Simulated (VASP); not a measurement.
Input:

```xyz
1
Lattice="0.0000 1.9967 1.9967 1.9967 0.0000 1.9967 1.9967 1.9967 0.0000" Properties=species:S:1:pos:R:3 pbc="T T T"
S      0.0000     0.0000     0.0000
```

Computed with r2SCAN meta-GGA, VASP's PBE PAW potentials (set 64) (plane waves; VASP). Run with 400 eV cut-off, 18×18×18 Γ-centred mesh, tetrahedra with Blöchl corrections, potentials S.

### Question
Give the energies of bands 2 to 4 at the high-symmetry points, in eV from the Fermi level.

### Answer

| band | Γ | X | U | L | W |
|---|---|---|---|---|---|
| 2 | 3.34 | -6.67 | -5.64 | -7.66 | -4.66 |
| 3 | 3.34 | -0.90 | -4.39 | 1.96 | -4.66 |
| 4 | 3.34 | -0.90 | -0.12 | 1.96 | -2.57 |

It has no gap at this level: it comes out as a metal or semimetal.

The structure was generated: S was put into the fcc type (Fm-3m), which need not be its known phase. It was relaxed first.
